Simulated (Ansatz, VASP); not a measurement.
**TaN in two plane-wave programs**

One calculation is typed for both programs; each brings its own data sets. How far apart do they land? The structure shown is the end of the Ansatz relaxation below.

Program: Ansatz 0.2.0. Level of theory: plane waves, with VASP 6.6.1 beside it; single point at PBEsol. Results are calculated unless marked as measured.

## 1. The starting structure

The structure is hexagonal, space group P-62m (No. 189). The conventional cell has a = 5.144 Å, b = 5.144 Å, c = 2.983 Å, α = 90.00°, β = 90.00°, γ = 120.00°. Nearest to N lie 5 Ta at 2.03 to 2.17 Å. Nearest to Ta lie 6 N at 2.17 Å. Ta has 3 N at 2.03 Å nearest. Farther neighbours and most contacts between anions are not listed.

## 2. Ansatz: relaxation, PBEsol

Ansatz runs on its PAW soft_1 files.

This run makes the geometry at which the two programs are then compared.

The input, input.yaml:

```yaml
crystal:
  lattice:
    - [5.1545200339, 0.0, 0.0]
    - [-2.577260017, 4.4639452937, 0.0]
    - [0.0, 0.0, 2.9829020402]
  atoms:
    - { symbol: "N", position: [0.3942606461, -1.1e-09, 0.0] }
    - { symbol: "N", position: [0.6057393562, 0.6057393562, 0.0] }
    - { symbol: "N", position: [-1.1e-09, 0.3942606461, 0.0] }
    - { symbol: Ta, position: [0.3333333337, 0.6666666636, 0.5] }
    - { symbol: Ta, position: [0.6666666636, 0.3333333337, 0.5] }
    - { symbol: Ta, position: [1.4e-09, 1.4e-09, 0.0] }
kpoints:
  mp_grid: { grid: [9, 9, 12] }
hamiltonian:
  xc: pbesol
  pseudopotentials: { kind: paw, azcp: { folder: soft_1 }, xc_functional: pbe }
scf:
  occupations: { method: methfessel_paxton, width: 0.2 }
output:
  forces: true
  stress: true
  eigenvalues: true
relax:
  adjacent_minimum: "off"
  f_tol: 0.001
  max_steps: 60
  cell: { stress_tol: 0.01, fix: [c, angles] }
```

Launch:

```bash
$ ansatz run input.yaml --threads 8 --pin off --max-ram 16384MiB --backend cpu --events-out ev --progress --plain --runs-dir out
```

Numbers of over 12 decimals in the logs are rounded to 6 here.

The program printed:

```text
Warning: crystal.symmetry: narrowed to the stabiliser of the fixed cell quantities (relax.cell.fix) — unitary ops 12 → 4. The narrowing is safe, since a smaller group never makes results wrong: the run goes on under it, on as many k-points as the starting group would need, or more. Excluded: 8 operations that would move a fixed cell quantity at a test strain (relax.cell.fix fixes c, alpha, beta, gamma). The cell can leave their symmetry as it relaxes.
Engine: ansatz 0.2.0, aarch64-unknown-linux-gnu
Pseudopotentials: kind: paw
Pseudopotential: N, paw, valence charge 5, recommended cutoff 420 eV (normal), soft_1/N.paw.azcp
Pseudopotential: Ta, paw, valence charge 13, recommended cutoff 420 eV (normal), soft_1/Ta.paw.azcp
Functional definition: PBEsol
  exchange = pbesol_x
  correlation = pbesol_c
Crystal: 6 atoms, lattice volume = 68.635 Å³
Basis set: ecut = 420 eV, 1311 PW (Γ), exchange–correlation on 72×72×40 points (8 copies of the dense FFT grid, shifted against one another)
Bands: 33, of which v1, the nominal top of the filled ones, is band 27 counted from 1 (26 counted from 0)
Symmetry: 4 space group operations
k-points: 175 of 972 (time reversal used)
Non-local potential: N, projectors of the file, l = 0: 2, l = 1: 2, l = 2: 1
Non-local potential: Ta, projectors of the file, l = 0: 3, l = 1: 2, l = 2: 2, l = 3: 1
PAW form: soft (Blöchl's): semilocal exchange-correlation on the pseudo side does not see the compensation charge
PAW frozen core: N, regenerated for the run's functional, and the local potential with it (the file was generated under x = pbe(κ = 0.804, μ = 0.219515), c = pbe(β = 0.066725))
PAW frozen core: Ta, regenerated for the run's functional, and the local potential with it (the file was generated under x = pbe(κ = 0.804, μ = 0.219515), c = pbe(β = 0.066725))
PAW one-centre angular grid: N, 110 points (default); XC on 64 Gauss nodes
PAW one-centre angular grid: Ta, 590 points (default); XC on 64 Gauss nodes
Initial density: superposition of atomic densities (chi_scale 0.1, normalization cell, long waves kept (reshape's long-wave potential 0.01 eV rms))
Initial wavefunctions: pseudopotential atomic-orbital guess
Functional: x = pbesol(κ = 0.804, μ = 0.123457), c = pbesol(β = 0.046)
SCF iter   1: F=—  HF=-30566.265112 eV  |F-HF|=—  |Δ(HF+E_count)|=         —  Δρ=6.27e-2  dr2=3.24e0  ethr=3.10e-3  ⟨swp⟩=4.6  Hψ=22479  notcnv=0
preconditioner: auto → Resta (q_TF=auto, 2.621 Å⁻¹)  ε∞=7.3  [insulator: Δε(μ)=0.130 eV  Ē_g=9.758 eV  σ=0.200 eV  W_gap=0.52  n_scr=26 (ndim 8)  ℏωp=24.5 eV  f_vac=0.000  D(μ)=0.30/eV (n_scr^D=0)  ε∞_Penn≈7.3]
SCF iter   2: F=—  HF=-30565.670605 eV  |F-HF|=—  |Δ(HF+E_count)|=   5.95e-1  S|Δr|=    0.00e0  Δρ=3.10e-2  dr2=3.12e-1  ethr=3.10e-3  ⟨swp⟩=2.0  Hψ=10309  notcnv=0  defer=152
preconditioner: auto → Kerker (q_TF=auto, 2.621 Å⁻¹)  [metal: Δε(μ)=0.122 eV  Ē_g=9.425 eV  σ=0.200 eV  W_gap=0.49  n_scr=26 (ndim 8)  ℏωp=24.5 eV  f_vac=0.000  D(μ)=0.23/eV (n_scr^D=0)]
SCF iter   3: F=—  HF=-30565.645004 eV  |F-HF|=—  |Δ(HF+E_count)|=   2.56e-2  S|Δr|=    0.00e0  Δρ=1.46e-2  dr2=7.95e-2  ethr=5.77e-4  ⟨swp⟩=1.0  Hψ=5622  notcnv=0  defer=152
SCF iter   4: F=—  HF=-30565.637147 eV  |F-HF|=—  |Δ(HF+E_count)|=   7.86e-3  S|Δr|=    0.00e0  Δρ=2.01e-3  dr2=2.98e-3  ethr=1.47e-4  ⟨swp⟩=2.4  Hψ=8412  notcnv=0  defer=152
SCF iter   5: F=—  HF=-30565.636689 eV  |F-HF|=—  |Δ(HF+E_count)|=   4.58e-4  S|Δr|=    0.00e0  Δρ=7.54e-4  dr2=4.10e-4  ethr=5.52e-6  ⟨swp⟩=2.2  Hψ=7785  notcnv=0  defer=152
SCF iter   6: F=—  HF=-30565.636593 eV  |F-HF|=—  |Δ(HF+E_count)|=   9.60e-5  S|Δr|=    0.00e0  Δρ=1.37e-4  dr2=1.58e-5  ethr=7.59e-7  ⟨swp⟩=2.0  Hψ=8019  notcnv=0  defer=152
SCF iter   7: F=—  HF=-30565.636582 eV  |F-HF|=—  |Δ(HF+E_count)|=   1.08e-5  S|Δr|=    0.00e0  Δρ=2.24e-5  dr2=3.55e-7  ethr=2.92e-8  ⟨swp⟩=2.0  Hψ=8234  notcnv=0  defer=153
SCF iter   8: F=-30565.636582 eV  HF=-30565.636582 eV  |F-HF|=6.67e-9  |Δ(HF+E_count)|=   3.09e-8  S|Δr|=    0.00e0  Δρ=4.56e-6  dr2=1.49e-8  ethr=1.85e-10  ⟨swp⟩=8.9  Hψ=23564  notcnv=0
SCF 1 converged in 8 iterations: F = -30565.636582 eV  dr2 = 1.49e-8
  greatest PAW one-centre occupation: 0.999 electrons in one spin orbital (limit 2), on the Ta atom at site 4 (counted from 0), in its partial waves of l = 0
relax step   1: F+E_penalty+E_count = -30565.63658224 eV  Δ(F+E_penalty+E_count) = +0.000e0 eV  max|allowed force component| = 5.612e-4 eV/Å  Δτ_max = 0.0000 Å  P = -6.929 GPa  Ω = 68.635 Å³  fix = [c, alpha, beta, gamma]  reactions: c -17.661 GPa; gamma +0.000 GPa/rad  (8 SCF iters, dr2 threshold 1.00e-7 eV, accepted)
[...]
relax step   5: F+E_penalty+E_count = -30565.63800505 eV  Δ(F+E_penalty+E_count) = +4.297e-4 eV  max|allowed force component| = 4.042e-4 eV/Å  Δτ_max = 0.0000 Å  P = -5.703 GPa  Ω = 68.352 Å³  fix = [c, alpha, beta, gamma]  reactions: c -17.086 GPa; gamma -0.000 GPa/rad  stress off target by 1.12e-2 GPa on what of the cell is left free  SCF on the basis re-selected at this cell (its energy is not comparable with the rows above)  (5 SCF iters)
[...]
relax step   6: F+E_penalty+E_count = -30565.63800878 eV  Δ(F+E_penalty+E_count) = -3.726e-6 eV  max|allowed force component| = 5.567e-6 eV/Å  Δτ_max = 0.0000 Å  P = -5.694 GPa  Ω = 68.350 Å³  energy of the carried Pulay correction = +3.629e-6 eV  fix = [c, alpha, beta, gamma]  reactions: c -17.082 GPa; gamma +0.000 GPa/rad  (4 SCF iters, dr2 threshold 3.13e-10 eV, accepted)
[...]
relax step   7: F+E_penalty+E_count = -30565.63800667 eV  Δ(F+E_penalty+E_count) = +2.102e-6 eV  max|allowed force component| = 4.967e-6 eV/Å  Δτ_max = 0.0000 Å  P = -5.694 GPa  Ω = 68.350 Å³  fix = [c, alpha, beta, gamma]  reactions: c -17.082 GPa; gamma +0.000 GPa/rad  stress off target by 1.68e-4 GPa on what of the cell is left free  SCF on the basis re-selected at this cell (its energy is not comparable with the rows above)  (4 SCF iters)
basis re-selected at this cell: Δ(F+E_penalty+E_count) = +2.102e-6 eV, ΔP = -0.000 GPa vs the last step (what re-selecting the basis moved, of the pressure what is left beyond the Pulay correction that the steps carried, after the strain that the cell walked since its last selection, with what the two solves' SCF thresholds leave and, on support functions, any second-order correction that the steps lacked; it is no m [...]
SCF converged after 4 iterations
Stability not checked: this state was not tested for a lower state beside it, because cold or Methfessel-Paxton smearing, or corrected tetrahedra, fill the levels in a way that the test cannot read (fill_not_monotonic; see scf.lower_state_search)
Free energy (F): -30565.638007 eV
Harris-Foulkes:  -30565.638007 eV  (|F-HF|=1.46e-11)
Internal energy: -30565.642457 eV  (E = F + TS)
E sigma→0 (E₀):  -30565.639119 eV
Entropy (-TS):   0.004450 eV (0.742 meV/atom)
Fermi energy:    19.403408 eV
--- Per-component energies (eV) ---
  E_band       = -234.927104
  E_kinetic    = 1565.835409
  E_local      = -1995.140254  (includes V_loc(G=0)·N_el)
  E_nonlocal   = 79.910989
  E_hartree    = 709.013596
  E_xc         = -1134.626780
  E_vxc        = -927.449089  (∫ρ·V_xc dr)
  E_paw        = -24914.023399  (= ΣΔE_a)
  E_vpaw       = -376.114198  (= ΣTr[D̂ρ^β])
  E_aug_tail   = 0.002820  (compensation charges beyond the density's cutoff)
  E_ewald      = -4877.340273
  E_core_change = 0.725435  (= ΣΔE_core)
  E_smearing   = 0.004450  (= −TS)
  E_closure    = 0.000000  (closes the sum)
  Σ components = -30565.638007   (vs F -30565.638007, Δ=0.00e0)
--- Forces (eV/Å), atoms counted from 1 ---
  atom   1  N      0.00000497     0.00000018     0.00000000
  atom   2  N     -0.00000275    -0.00000476     0.00000000
  atom   3  N     -0.00000232     0.00000439     0.00000000
  atom   4  Ta    -0.00000007     0.00000028     0.00000000
  atom   5  Ta     0.00000028     0.00000008     0.00000000
  atom   6  Ta    -0.00000010    -0.00000017     0.00000000
  max |Σ_I F_I| component: 6.69e-10 eV/Å
--- Stress (GPa, compression-positive) ---
       -0.000168      -0.000000       0.000000
       -0.000000      -0.000168       0.000000
        0.000000       0.000000     -17.081538
  P = ⅓ Tr σ = -5.6940 GPa (-56.940 kbar)
--- Band table (eV; the first three rows and the last of 175) ---
  k-point 0: bands = [... 23 lower, 15.0899, 15.8314, 17.7232, 18.5269, 18.5269, 19.6243, 19.6243, 21.0670, ... 2 higher]
  k-point 1: bands = [... 23 lower, 14.6255, 16.1896, 18.0182, 18.1046, 18.1046, 20.1594, 20.1594, 21.1223, ... 2 higher]
  k-point 2: bands = [... 23 lower, 14.3683, 16.9287, 17.6499, 17.6499, 18.7477, 20.7558, 20.7558, 21.1658, ... 2 higher]
  k-point 174: bands = [... 23 lower, 15.5226, 16.1092, 17.2281, 18.6144, 19.9347, 20.7703, 22.3274, 22.6108, ... 2 higher]
--- Relaxed structure (5 steps of the walk, 5 accepted, 2 SCFs on fresh bases) ---
  F+E_penalty+E_count = -30565.63800667 eV   max|allowed force component| = 4.967e-6 eV/Å   (the final SCF, on the basis selected at the relaxed cell)
  cell:  # Å, volume = 68.3502 Å³
    - [5.143812, 2.8807378759635416e-11, 0.0]
    - [-2.571906, 4.454672, 0.0]
    - [0.0, 0.0, 2.9829020402]
  atoms:
    - { symbol: N, position: [0.394555, -3.520324712634011e-9, 0.0] }
    - { symbol: N, position: [0.605445, 0.605445, 0.0] }
    - { symbol: N, position: [-3.5203246706583258e-9, 0.394555, 0.0] }
    - { symbol: Ta, position: [0.333333, 0.666667, 0.500000] }
    - { symbol: Ta, position: [0.666667, 0.333333, 0.500000] }
    - { symbol: Ta, position: [3.4861369220243476e-9, 3.486136922032613e-9, 0.0] }
```

## 3. VASP: single point, PBEsol

The same cell, functional, mesh and smearing now go to VASP, with its own data sets.

Lines of VASP's logs that name or quote its potential files are left out, and so is its time.

The input, INCAR:

```
SYSTEM = TaN
PREC = Accurate
ENCUT = 600
EDIFF = 1E-06
NELM = 120
ISMEAR = 1
SIGMA = 0.2
LREAL = .FALSE.
ALGO = Normal
GGA = PS
NBANDS = 30
LASPH = .TRUE.
LORBIT = 11
LWAVE = .FALSE.
LCHARG = .FALSE.
ISIF = 2
GGA_COMPAT = .FALSE.
KPAR = 2
```

The input, POSCAR:

```
TaN
1.0
    5.1438122749      0.0000000000      0.0000000000
   -2.5719061375      4.4546721024      0.0000000000
    0.0000000000      0.0000000000      2.9829020402
N Ta
3 3
Direct
    0.3945549797      0.9999999965      0.0000000000
    0.6054450249      0.6054450249      0.0000000000
    0.9999999965      0.3945549797      0.0000000000
    0.3333333318      0.6666666636      0.5000000000
    0.6666666636      0.3333333318      0.5000000000
    0.0000000035      0.0000000035      0.0000000000
```

The input, KPOINTS:

```
Automatic mesh
0
Gamma
9 9 12
0 0 0
```

The projector-augmented-wave data sets are N and Ta_pv (PBE family, release 64).

Launch:

```bash
$ mpirun -np 2 vasp_std
```

The program printed:

```text
[banner, memory and clock lines left out]
running    2 mpi-ranks, on    1 nodes
 distrk:  each k-point on    1 cores,    2 groups
 distr:  one band on    1 cores,    1 groups

 POSCAR found type information on POSCAR N Ta
 POSCAR found :  2 types and       6 ions
|                                                                             |
|               ----> ADVICE to this user running VASP <----                  |
|                                                                             |
|     You enforced a specific xc type in the INCAR file but a different       |
|     [... a line on the potential file left out ...]
|     I HOPE YOU KNOW WHAT YOU ARE DOING!                                     |
|                                                                             |

 LDA part: xc-table for (Slater+PW92), standard interpolation
 POSCAR, INCAR and KPOINTS ok, starting setup
 FFT: planning ... GRIDC
 FFT: planning ... GRID_SOFT
 FFT: planning ... GRID
 WAVECAR not read
 entering main loop
       N       E                     dE             d eps       ncg     rms          rms(c)
DAV:   1     0.475947950517E+03    0.47595E+03   -0.28723E+04  5040   0.186E+03
DAV:   2    -0.476898377236E+02   -0.52364E+03   -0.50425E+03  5772   0.514E+02
DAV:   3    -0.799882639682E+02   -0.32298E+02   -0.31793E+02  6178   0.121E+02
DAV:   4    -0.806864645315E+02   -0.69820E+00   -0.69291E+00  6220   0.173E+01
DAV:   5    -0.807047179210E+02   -0.18253E-01   -0.18237E-01  6286   0.218E+00    0.432E+01
DAV:   6    -0.716950952896E+02    0.90096E+01   -0.53732E+01  6434   0.408E+01    0.185E+01
DAV:   7    -0.714396823842E+02    0.25541E+00   -0.24081E+00  6082   0.911E+00    0.103E+01
DAV:   8    -0.713682505153E+02    0.71432E-01   -0.38217E-01  6100   0.403E+00    0.902E-01
DAV:   9    -0.713540145187E+02    0.14236E-01   -0.46337E-02  6402   0.153E+00    0.369E-01
DAV:  10    -0.713535978987E+02    0.41662E-03   -0.15767E-02  6600   0.651E-01    0.176E-01
DAV:  11    -0.713532053150E+02    0.39258E-03   -0.46204E-03  6566   0.388E-01    0.535E-02
DAV:  12    -0.713531571760E+02    0.48139E-04   -0.30776E-04  6446   0.104E-01    0.154E-02
DAV:  13    -0.713531567184E+02    0.45763E-06   -0.16101E-05  6108   0.243E-02    0.532E-03
DAV:  14    -0.713531565469E+02    0.17144E-06   -0.53627E-07  3960   0.596E-03
   1 F= -.71353157E+02 E0= -.71354657E+02  d E =0.450075E-02
```

From OUTCAR (step 3):

```text
ion  position               nearest neighbor table
   1  0.395  1.000  0.000-   6 2.03   4 2.17   4 2.17   5 2.17   5 2.17
   2  0.605  0.605  0.000-   6 2.03   4 2.17   4 2.17   5 2.17   5 2.17
   3  1.000  0.395  0.000-   6 2.03   5 2.17   5 2.17   4 2.17   4 2.17
   4  0.333  0.667  0.500-   1 2.17   1 2.17   3 2.17   3 2.17   2 2.17   2 2.17   5 2.97   5 2.97
                             5 2.97   6 3.32   6 3.32   6 3.32   6 3.32   6 3.32   6 3.32
   5  0.667  0.333  0.500-   3 2.17   3 2.17   1 2.17   1 2.17   2 2.17   2 2.17   4 2.97   4 2.97
                             4 2.97   6 3.32   6 3.32   6 3.32   6 3.32   6 3.32   6 3.32
   6  0.000  0.000  0.000-   2 2.03   1 2.03   3 2.03   5 3.32   5 3.32   4 3.32   4 3.32   4 3.32
                             5 3.32   4 3.32   5 3.32   4 3.32   4 3.32   5 3.32   5 3.32

  LATTYP: Found a hexagonal cell.
 ALAT       =     5.1438122749
 C/A-ratio  =     0.5799010308

 Subroutine GETGRP returns: Found 12 space group operations
 (whereof 12 operations were pure point group operations)

The static configuration has the point symmetry D_3h.

 Found     84 irreducible k-points:

   k-points           NKPTS =     84   k-points in BZ     NKDIM =     84   number of bands    NBANDS=     30

   dimension x,y,z NGX =    42 NGY =   42 NGZ =   24
   dimension x,y,z NGXF=    84 NGYF=   84 NGZF=   48

   ENCUT  =  600.0 eV  44.10 Ry    6.64 a.u.  10.27 10.27  5.96*2*pi/ulx,y,z

   NELECT =      48.0000    total number of electrons

 k-points in reciprocal lattice and weights: Automatic mesh
   0.00000000  0.00000000  0.00000000       0.001
   0.11111111 -0.00000000  0.00000000       0.006
   0.22222222 -0.00000000  0.00000000       0.006
   0.33333333 -0.00000000  0.00000000       0.006
   0.44444444 -0.00000000  0.00000000       0.006
   0.11111111  0.11111111  0.00000000       0.006
   0.22222222  0.11111111  0.00000000       0.012
   0.33333333  0.11111111  0.00000000       0.012
   0.44444444  0.11111111  0.00000000       0.006
[...]
0.33333333  0.22222222  0.50000000       0.012
   0.33333333  0.33333333  0.50000000       0.002

 average (electrostatic) potential at core
       1 -61.9400       2 -61.9400       3 -61.9400       4 -35.7859       5 -35.7859
       6 -35.2026

 E-fermi :   8.1687

 k-point     1 :       0.0000    0.0000    0.0000
  band No.  band energies     occupation
    ...
     21       3.8591      2.00000
     22       4.6130      2.00000
     23       6.4875      2.00000
     24       7.2994      2.00000
     25       7.2994      2.00000
     26       8.3798     -0.05996
     27       8.3798     -0.05996
     28       9.8392     -0.00000
     29       9.8392     -0.00000
     30      10.4685     -0.00000

 k-point     2 :       0.1111   -0.0000    0.0000
  band No.  band energies     occupation
    ...
     21       4.1704      2.00000
     22       4.4831      2.00000
     23       5.9649      2.00000
     24       7.2387      2.00000
     25       7.9411      2.06830
     26       8.4885     -0.04623
     27       8.5405     -0.02454
     28       9.4406     -0.00000
     29       9.8951     -0.00000
     30      11.1373     -0.00000

 k-point     3 :       0.2222   -0.0000    0.0000
  band No.  band energies     occupation
    ...
     20       3.5938      2.00000
     21       4.1478      2.00000
     22       4.5372      2.00000
     23       5.3650      2.00000
     24       6.9715      2.00000
     25       8.6790     -0.00183
     26       8.7898     -0.00010
     27       8.9915     -0.00000
     28       9.3489     -0.00000
     29      10.0297     -0.00000
    ...

  Total        0.3794254      0.3794254     -6.9719025     -0.0000000      0.0000000      0.0000000
  in kB        8.8939993      8.8939993   -163.4263356     -0.0000000      0.0000000      0.0000000
  external PRESSURE =     -48.5461123 kB  Pullay stress =       0.0000000 kB

  energy-cutoff  :      600.00
  volume of cell :       68.35
      direct lattice vectors                 reciprocal lattice vectors
     5.143812275  0.000000000  0.000000000     0.194408339  0.112241707  0.000000000
    -2.571906138  4.454672102  0.000000000     0.000000000  0.224483414  0.000000000
     0.000000000  0.000000000  2.982902040     0.000000000  0.000000000  0.335243996

 POSITION                                       TOTAL-FORCE (eV/Angst)
 -----------------------------------------------------------------------------------
     -0.54239      4.45467      0.00000         0.011495      0.000000      0.000000
      1.55715      2.69706      0.00000        -0.005747     -0.009955      0.000000
      4.12905      1.75761      0.00000        -0.005747      0.009955     -0.000000
     -0.00000      2.96978      1.49145        -0.000000      0.000000     -0.000000
      2.57191      1.48489      1.49145        -0.000000     -0.000000     -0.000000
      0.00000      0.00000      0.00000        -0.000000     -0.000000     -0.000000
 -----------------------------------------------------------------------------------
    total drift:                               -0.000002     -0.000003     -0.000000

  FREE ENERGIE OF THE ION-ELECTRON SYSTEM (eV)
  ---------------------------------------------------
  free  energy   TOTEN  =       -71.3531565469 eV

  energy  without entropy=      -71.3576572953  energy(sigma->0) =      -71.35465680

 total charge
# of ion       s       p       d       tot
------------------------------------------
    1        1.229   2.540   0.000   3.769
    2        1.229   2.540   0.000   3.769
    3        1.229   2.540   0.000   3.769
    4        0.293   6.259   2.374   8.927
    5        0.293   6.259   2.374   8.927
    6        0.333   6.227   2.416   8.976
--------------------------------------------------
tot          4.607  26.365   7.165  38.137

[... 3 further parts left out ...]
```

The run ends at a pressure of -4.85 GPa, with forces up to 0.011 eV/Å.

## 4. Side by side

Known differences besides the potentials themselves: the data sets hold 54 valence electrons in Ansatz (on its PAW soft_1 files) and 48 in VASP; the cutoff is 420 eV in Ansatz and 600 eV in VASP; Ansatz makes its cores anew for this functional, VASP keeps those of its PBE data sets; Ansatz's pressure holds a Pulay correction, VASP's none. Total energies have different zeros and are not compared.

The two programs side by side:

```csv
quantity,Ansatz,VASP,difference
pressure (GPa),-5.69,-4.85,-0.84
```

At this near-relaxed geometry the largest component of a force difference is 11 meV/Å.

## 5. What came out

- difference in pressure (single point, PBEsol): -0.84 GPa

**Reading.** The difference in pressure is -0.84 GPa (single point, PBEsol), within the 1 GPa picked in this series as the mark of a large difference. The data sets hold unlike numbers of valence electrons (54 in Ansatz and 48 in VASP), so part of the differences comes from the potentials. Such differences can come from data sets, numerical settings and the points named under the comparisons, not from the functional's error against experiment.

[Lines on the potential files, build, host, timing and source positions are cut from VASP's logs without a mark.]

[Logs are printed without paths, hosts, clocks, repeated set-up lines and the standing remarks that a program may print on its own settings, such as how far it seeks lower states.]

[Hosts, paths, dates, database ids (printed as entryN), source tags and the programs' standing remarks are cut or masked in the printed files.]
